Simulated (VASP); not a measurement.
Given:

```
CELL_PARAMETERS angstrom
      0.00000     2.69500     2.69500
      2.69500     0.00000     2.69500
      2.69500     2.69500     0.00000
ATOMIC_POSITIONS crystal
  Cd 0.00000 0.00000 0.00000
  F  0.25000 0.25000 0.25000
  F  0.75000 0.75000 0.75000
```

Calculation: PBE GGA, VASP's PBE PAW potentials (set 64) (plane waves; VASP). Settings: PREC = Normal, 500 eV cut-off, 4×4×4 Γ-centred mesh, Gaussian smearing of 0.010 eV, potentials Cd_sv_GW F_GW_new.

Problem. Estimate the energy per atom (σ→0), pressure, band gap (on the k-mesh) with the smallest direct gap where there is one.

Solution. 
| Item | Value |
|---|---|
| band gap (on the k-mesh) | 3.09 eV |
| smallest direct gap (on the k-mesh) | 3.58 eV |
| energy per atom (σ→0) | -3.654 eV/atom |
| pressure | -1.55 GPa |

Only differences to runs with the same potentials and settings are physical.

The compound is CdF2 in the fluorite structure. The cell was not relaxed at this level. The k-mesh is coarse (spacing up to 0.50 per Å, 2π included), so the numbers may not be converged in it.
